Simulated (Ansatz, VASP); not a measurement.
# BeAu: VASP beside Ansatz, part 2 of 2

One calculation is typed for both programs; each brings its own data sets. How far apart do they land? The cell is taken from a series of runs on this material, whose earlier steps may have relaxed, scaled, displaced or heated it; both programs get it as it stands.

VASP 6.6.1 and Ansatz 0.2.0.

So far: Starting point; Ansatz: relaxation of cell and atoms, PBEsol.

## (3) VASP: relaxation of cell and atoms, PBEsol

Level of this step: PBEsol; plane waves and PAW (Be, Au) (VASP).

The same cell, functional, mesh and smearing now go to VASP, with its own data sets.

Lines of VASP's logs that name or quote its potential files are left out, and so is its time.

File INCAR:

```
SYSTEM = BeAu
PREC = Accurate
ENCUT = 600
EDIFF = 1E-07
NELM = 120
ISMEAR = 1
SIGMA = 0.2
LREAL = .FALSE.
ALGO = Normal
GGA = PS
NBANDS = 34
LASPH = .TRUE.
LORBIT = 11
LWAVE = .FALSE.
LCHARG = .FALSE.
ISIF = 3
IBRION = 2
NSW = 80
EDIFFG = -0.005
GGA_COMPAT = .FALSE.
NELMIN = 4
KPAR = 2
```

File POSCAR:

```
BeAu
1.0
    4.6603790000      0.0000000000      0.0000000000
    0.0000000000      4.6603790000      0.0000000000
    0.0000000000      0.0000000000      4.6603790000
Be Au
4 4
Direct
    0.8460284560      0.8460284560      0.8460284560
    0.6539715440      0.1539715439      0.3460284560
    0.3460284560      0.6539715440      0.1539715439
    0.1539715439      0.3460284560      0.6539715440
    0.1543662007      0.1543662007      0.1543662007
    0.3456337993      0.8456337993      0.6543662007
    0.6543662007      0.3456337993      0.8456337993
    0.8456337993      0.6543662007      0.3456337993
```

File KPOINTS:

```
Automatic mesh
0
Gamma
6 6 6
0 0 0
```

Potentials, in the order of the species: Be and Au (PBE family, release 64).

Run with:

```bash
mpirun -np 2 vasp_std
```

Numbers of over 12 decimals in the logs are rounded to 6 here.

What it wrote:

```text
[banner, memory and clock lines left out]
running    2 mpi-ranks, on    1 nodes
 distrk:  each k-point on    1 cores,    2 groups
 distr:  one band on    1 cores,    1 groups

 POSCAR found type information on POSCAR BeAu
 POSCAR found :  2 types and       8 ions
|                                                                             |
|               ----> ADVICE to this user running VASP <----                  |
|                                                                             |
|     You enforced a specific xc type in the INCAR file but a different       |
|     [... a line on the potential file left out ...]
|     I HOPE YOU KNOW WHAT YOU ARE DOING!                                     |
|                                                                             |

 LDA part: xc-table for (Slater+PW92), standard interpolation
 POSCAR, INCAR and KPOINTS ok, starting setup
 FFT: planning ... GRIDC
 FFT: planning ... GRID_SOFT
 FFT: planning ... GRID
 WAVECAR not read
 entering main loop
       N       E                     dE             d eps       ncg     rms          rms(c)
DAV:   1     0.304440227048E+03    0.30444E+03   -0.27725E+04  1632   0.162E+03
DAV:   2    -0.253479204294E+02   -0.32979E+03   -0.31691E+03  1742   0.326E+02
DAV:   3    -0.385362089299E+02   -0.13188E+02   -0.12903E+02  2098   0.696E+01
DAV:   4    -0.387788046315E+02   -0.24260E+00   -0.24187E+00  1926   0.102E+01
DAV:   5    -0.387830866671E+02   -0.42820E-02   -0.42774E-02  2022   0.133E+00    0.216E+01
DAV:   6    -0.335259021493E+02    0.52572E+01   -0.22874E+01  1834   0.319E+01    0.118E+01
DAV:   7    -0.334333676734E+02    0.92534E-01   -0.77416E-01  1850   0.570E+00    0.622E+00
DAV:   8    -0.333690911382E+02    0.64277E-01   -0.25222E-02  1924   0.860E-01    0.623E-01
DAV:   9    -0.333669099518E+02    0.21812E-02   -0.51608E-03  1960   0.510E-01    0.111E-01
DAV:  10    -0.333669665386E+02   -0.56587E-04   -0.22372E-04  1900   0.886E-02    0.885E-02
DAV:  11    -0.333669494829E+02    0.17056E-04   -0.83824E-06  1962   0.210E-02    0.463E-03
DAV:  12    -0.333669494320E+02    0.50940E-07   -0.10208E-06  1876   0.528E-03    0.122E-03
DAV:  13    -0.333669494841E+02   -0.52099E-07   -0.29393E-08  1108   0.115E-03
   1 F= -.33366949E+02 E0= -.33365560E+02  d E =-.333669E+02
 curvature:   0.00 expect dE= 0.000E+00 dE for cont linesearch  0.000E+00
 trial: gam= 0.00000 g(F)=  0.118E-05 g(S)=  0.102E-03 ort = 0.000E+00 (trialstep = 0.100E+01)
 search vector abs. value=  0.103E-03
 bond charge predicted
       N       E                     dE             d eps       ncg     rms          rms(c)
DAV:   1    -0.333681223825E+02   -0.11730E-02   -0.17902E-02  1680   0.958E-01    0.208E-01
DAV:   2    -0.333669669735E+02    0.11554E-02   -0.39781E-03  1682   0.466E-01    0.819E-02
DAV:   3    -0.333669615856E+02    0.53879E-05   -0.10477E-04  1774   0.550E-02    0.538E-02
DAV:   4    -0.333669597943E+02    0.17913E-05   -0.33065E-05  1770   0.226E-02    0.455E-03
DAV:   5    -0.333669589976E+02    0.79664E-06   -0.28797E-06  1992   0.120E-02    0.216E-03
DAV:   6    -0.333669590731E+02   -0.75464E-07   -0.34202E-07  1560   0.310E-03
   2 F= -.33366959E+02 E0= -.33365529E+02  d E =-.958900E-05
 trial-energy change:   -0.000010  1 .order   -0.000008   -0.000103    0.000086
 step:   0.5537(harm=  0.5449)  dis= 0.00004  next Energy=   -33.366978 (dE=-0.286E-04)
 bond charge predicted
       N       E                     dE             d eps       ncg     rms          rms(c)
DAV:   1    -0.333672134956E+02   -0.25450E-03   -0.35758E-03  1676   0.428E-01    0.929E-02
DAV:   2    -0.333669849608E+02    0.22853E-03   -0.79091E-04  1672   0.208E-01    0.368E-02
DAV:   3    -0.333669822646E+02    0.26962E-05   -0.20945E-05  1766   0.246E-02    0.242E-02
DAV:   4    -0.333669790170E+02    0.32476E-05   -0.65718E-06  1760   0.101E-02    0.205E-03
DAV:   5    -0.333669788081E+02    0.20889E-06   -0.57848E-07  1992   0.540E-03    0.948E-04
DAV:   6    -0.333669787450E+02    0.63119E-07   -0.64786E-08   936   0.139E-03
   3 F= -.33366979E+02 E0= -.33365567E+02  d E =-.292609E-04
 curvature:  -0.27 expect dE=-0.322E-06 dE for cont linesearch -0.866E-07
 trial: gam= 0.00000 g(F)=  0.746E-06 g(S)=  0.436E-06 ort =-0.572E-05 (trialstep = 0.911E+00)
 search vector abs. value=  0.118E-05
 reached required accuracy - stopping structural energy minimisation
```

From OUTCAR (step 3):

```text
ion  position               nearest neighbor table
   1  0.846  0.846  0.846-   5 2.49   6 2.49   7 2.49   8 2.49   8 2.50   7 2.50   6 2.50
   2  0.654  0.154  0.346-   6 2.49   8 2.49   5 2.49   7 2.49   5 2.50   7 2.50   8 2.50
   3  0.346  0.654  0.154-   7 2.49   6 2.49   5 2.49   8 2.49   5 2.50   8 2.50   6 2.50
   4  0.154  0.346  0.654-   8 2.49   7 2.49   5 2.49   6 2.49   5 2.50   6 2.50   7 2.50
   5  0.154  0.154  0.154-   1 2.49   2 2.49   3 2.49   4 2.49   4 2.50   3 2.50   2 2.50   6 2.88
                             6 2.88   7 2.88   8 2.88   8 2.88   7 2.88
   6  0.346  0.846  0.654-   2 2.49   3 2.49   1 2.49   4 2.49   1 2.50   4 2.50   3 2.50   7 2.88
                             8 2.88   5 2.88   5 2.88   7 2.88   8 2.88
   7  0.654  0.346  0.846-   3 2.49   4 2.49   1 2.49   2 2.49   1 2.50   2 2.50   4 2.50   6 2.88
                             8 2.88   8 2.88   6 2.88   5 2.88   5 2.88
   8  0.846  0.654  0.346-   4 2.49   2 2.49   1 2.49   3 2.49   1 2.50   3 2.50   2 2.50   6 2.88
                             7 2.88   7 2.88   5 2.88   5 2.88   6 2.88

  LATTYP: Found a simple cubic cell.
 ALAT       =     4.6603790000

 Subroutine GETGRP returns: Found 12 space group operations
 (whereof  3 operations were pure point group operations)

The static configuration has the point symmetry C_3 .
 The point group associated with its full space group is T   .

 Found     24 irreducible k-points:

   k-points           NKPTS =     24   k-points in BZ     NKDIM =     24   number of bands    NBANDS=     34

   dimension x,y,z NGX =    40 NGY =   40 NGZ =   40
   dimension x,y,z NGXF=    80 NGYF=   80 NGZF=   80

   ENCUT  =  600.0 eV  44.10 Ry    6.64 a.u.   9.31  9.31  9.31*2*pi/ulx,y,z

   NELECT =      52.0000    total number of electrons

 k-points in reciprocal lattice and weights: Automatic mesh
   0.00000000  0.00000000  0.00000000       0.005
   0.16666667  0.00000000  0.00000000       0.028
   0.33333333  0.00000000  0.00000000       0.028
   0.50000000  0.00000000  0.00000000       0.014
   0.16666667  0.16666667  0.00000000       0.056
   0.33333333  0.16666667  0.00000000       0.056
  -0.16666667  0.33333333  0.00000000       0.056
   0.50000000  0.16666667  0.00000000       0.028
  -0.16666667  0.50000000  0.00000000       0.028
[...]
0.50000000  0.50000000  0.33333333       0.028
   0.50000000  0.50000000  0.50000000       0.005

 average (electrostatic) potential at core
       1 -31.3509       2 -31.3509       3 -31.3509       4 -31.3509       5 -65.4818
       6 -65.4818       7 -65.4818       8 -65.4818

 E-fermi :   9.0156

 k-point     1 :       0.0000    0.0000    0.0000
  band No.  band energies     occupation
    ...
     23       6.6730      2.00000
     24       6.6730      2.00000
     25       8.5761      2.00802
     26       8.5761      2.00802
     27       8.5761      2.00802
     28      13.3777      0.00000
     29      13.3777      0.00000
     30      13.6982      0.00000
     31      13.6982      0.00000
     32      13.6982      0.00000
    ...

 k-point     2 :       0.1667    0.0000    0.0000
  band No.  band energies     occupation
    ...
     22       5.7344      2.00000
     23       6.7079      2.00000
     24       7.3449      2.00000
     25       8.1430      2.00000
     26       8.4455      2.00042
     27      10.0206     -0.00000
     28      12.4667     -0.00000
     29      12.4929     -0.00000
     30      12.6735     -0.00000
     31      13.1360      0.00000
    ...

 k-point     3 :       0.3333    0.0000    0.0000
  band No.  band energies     occupation
    ...
     22       5.6345      2.00000
     23       6.9973      2.00000
     24       7.1965      2.00000
     25       8.2223      2.00000
     26       8.5962      2.01154
     27      10.2077     -0.00000
     28      11.1536     -0.00000
     29      12.0592     -0.00000
     30      12.1282     -0.00000
     31      13.5198      0.00000
    ...

  Total        0.0049071      0.0049071      0.0049071     -0.0000000     -0.0000000      0.0000000
  in kB        0.0777311      0.0777311      0.0777311     -0.0000000     -0.0000000      0.0000000
  external PRESSURE =       0.0777311 kB  Pullay stress =       0.0000000 kB

  energy-cutoff  :      600.00
  volume of cell :      101.14
      direct lattice vectors                 reciprocal lattice vectors
     4.659212925 -0.000000000  0.000000000     0.214628525  0.000000000 -0.000000000
    -0.000000000  4.659212925  0.000000000     0.000000000  0.214628525 -0.000000000
     0.000000000  0.000000000  4.659212925    -0.000000000 -0.000000000  0.214628525

 POSITION                                       TOTAL-FORCE (eV/Angst)
 -----------------------------------------------------------------------------------
      3.94182      3.94182      3.94182        -0.000013     -0.000013     -0.000013
      3.04699      0.71739      1.61222         0.000013      0.000013     -0.000013
      1.61222      3.04699      0.71739        -0.000013      0.000013      0.000013
      0.71739      1.61222      3.04699         0.000013     -0.000013      0.000013
      0.71919      0.71919      0.71919        -0.001135     -0.001135     -0.001135
      1.61042      3.94003      3.04879         0.001135      0.001135     -0.001135
      3.04879      1.61042      3.94003        -0.001135      0.001135      0.001135
      3.94003      3.04879      1.61042         0.001135     -0.001135      0.001135
 -----------------------------------------------------------------------------------
    total drift:                               -0.000000     -0.000000     -0.000000

  FREE ENERGIE OF THE ION-ELECTRON SYSTEM (eV)
  ---------------------------------------------------
  free  energy   TOTEN  =       -33.3669787450 eV

  energy  without entropy=      -33.3627426585  energy(sigma->0) =      -33.36556672

 reached required accuracy - stopping structural energy minimisation

 total charge
# of ion       s       p       d       tot
------------------------------------------
    1        0.364   0.545   0.000   0.909
    2        0.364   0.545   0.000   0.909
    3        0.364   0.545   0.000   0.909
    4        0.364   0.545   0.000   0.909
    5        0.651   0.565   8.633   9.850
    6        0.651   0.565   8.633   9.850
    7        0.651   0.565   8.633   9.850
    8        0.651   0.565   8.633   9.850
--------------------------------------------------
tot          4.062   4.442  34.532  43.037

[... 3 further parts left out ...]
```

CONTCAR:

```
BeAu
   1.00000000000000
     4.6592129252278163   -0.0000000000000000    0.0000000000000000
    -0.0000000000000000    4.6592129252278163    0.0000000000000000
     0.0000000000000000    0.0000000000000000    4.6592129252278163
  Be              Au
     4     4
Direct
     0.8460279770613117    0.8460279770613117    0.8460279770613117
     0.6539720229386883    0.1539720228386865    0.3460279770613117
     0.3460279770613117    0.6539720229386883    0.1539720228386865
     0.1539720228386865    0.3460279770613117    0.6539720229386883
     0.1543580418664355    0.1543580418664355    0.1543580418664355
     0.3456419581335645    0.8456419581335645    0.6543580418664355
     0.6543580418664355    0.3456419581335645    0.8456419581335645
     0.8456419581335645    0.6543580418664355    0.3456419581335645
```

## (4) Differences

Known differences besides the potentials themselves: the data sets hold 84 valence electrons in Ansatz (on its default PAW (the set named soft_2) files) and 52 in VASP; the cutoff is 420 eV in Ansatz and 600 eV in VASP; Ansatz makes its cores anew for this functional, VASP keeps those of its PBE data sets; Ansatz adds a Pulay correction to the stress that steers its cell, VASP none. Total energies have different zeros and are not compared.

Compared:

```csv
quantity,Ansatz,VASP,difference
volume (Å³),101.22,101.14,+0.08 %
"edge a after relaxation, in the typed setting (Å)",4.660,4.659,+0.03 %
```

## (5) Outcome

```json
{
 "difference in volume (relaxation of cell and atoms, PBEsol)": "0.079 %"
}
```

The difference in volume is 0.079 % (relaxation of cell and atoms, PBEsol), within the 1.2 % picked in this series as the mark of a large difference, as far as the stopping tolerances let one tell. The data sets hold unlike numbers of valence electrons (84 in Ansatz and 52 in VASP), so part of the differences comes from the potentials. How closely two codes agree says nothing of how well the functional describes the real material.

[Lines on the potential files, build, host, timing and source positions are cut from VASP's logs without a mark.]

[Logs are printed without paths, hosts, clocks, repeated set-up lines and the standing remarks that a program may print on its own settings, such as how far it seeks lower states.]

[Hosts, paths, dates, database ids (printed as entryN), source tags and the programs' standing remarks are cut or masked in the printed files.]
